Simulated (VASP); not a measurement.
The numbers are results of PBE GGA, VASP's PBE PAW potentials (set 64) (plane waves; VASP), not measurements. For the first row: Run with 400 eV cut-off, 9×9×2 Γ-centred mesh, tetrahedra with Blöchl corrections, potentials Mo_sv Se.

```json
[
 {"system": "MoSe$_{2}$ (2H layered)", "energy (eV/atom)": "-6.6615"},
 {"system": "Mo (bcc)", "energy (eV/atom)": "-10.9331"},
 {"system": "Se (trig)", "energy (eV/atom)": "-3.5035"}
]
```

The references are the elements' solids at the same level; no temperature or zero-point terms are added.  Without a dispersion term in the relaxation, distances and binding between the weakly bound layers, chains or molecules are unreliable, and so is what depends on them.

What is the formation energy per atom of MoSe₂?

The references average (2×(-10.9331) + 4×(-3.5035))/6 = -5.9800 eV, so the formation energy is -6.6615 − (-5.9800) = -0.681 eV/atom.
